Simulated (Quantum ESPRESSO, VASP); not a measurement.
Input for VASP

**KPOINTS**
```
Automatic mesh
0
G
 6 6 6
```

File POSCAR:
```
Bi
1
    4.0825030000    -2.2295000000     0.0000000000
    4.0825030000     2.2295000000     0.0000000000
    2.8649490000     0.0000000000     3.6646380000
Bi
2
Direct
  0.2340000000   0.2340000000   0.2340000000
  0.7660000000   0.7660000000   0.7660000000
```

INCAR:
```
SYSTEM = Bi
PREC = Accurate; ENCUT = 300; LREAL = .False.
LASPH = .True.
EDIFF = 1E-6; NELM = 100; ALGO = Normal
LMAXMIX = 4
ISMEAR = -1; SIGMA = 0.1
GGA = PE
ISIF = 2
LWAVE = .False.; LCHARG = .False.
```

POTCAR, in this order: Bi_d (PBE.64 set). Program: vasp_std.

Task: Write an input for Quantum ESPRESSO that does the same calculation.

Result: One input that does it (PBE, PseudoDojo standard norm-conserving (PBE) pseudopotentials):
```
&CONTROL
  calculation = 'scf'
  prefix = 'scf'
  outdir = './out'
  pseudo_dir = './'
  tprnfor = .true.
  tstress = .true.
/
&SYSTEM
  ibrav = 0
  nat = 2
  ntyp = 1
  ecutwfc = 70
  occupations = 'smearing'
  smearing = 'fd'
  degauss = 0.0073499
/
&ELECTRONS
  conv_thr = 1.0d-10
  mixing_beta = 0.3
/
ATOMIC_SPECIES
Bi   208.9804  Bi.upf
CELL_PARAMETERS {angstrom}
   4.082503168    -2.229499950    -0.000000144
   4.082503168     2.229499950    -0.000000144
   2.864948816     0.000000000     3.664637830
ATOMIC_POSITIONS {alat}
Bi    0.554863353    0.000000000    0.184350076
Bi    1.816347558    0.000000000    0.603470763
K_POINTS {automatic}
6 6 6  0 0 0
```
Both inputs were run and reached self-consistency, which says nothing on mesh or cut-off. Potentials, basis and cut-offs are each code's own, so they don't translate, and total energies aren't comparable.

The structure is a typed Bi crystal (R-3m). The cell was not relaxed at this level, and its volume differs by -5.9 % from the start's.
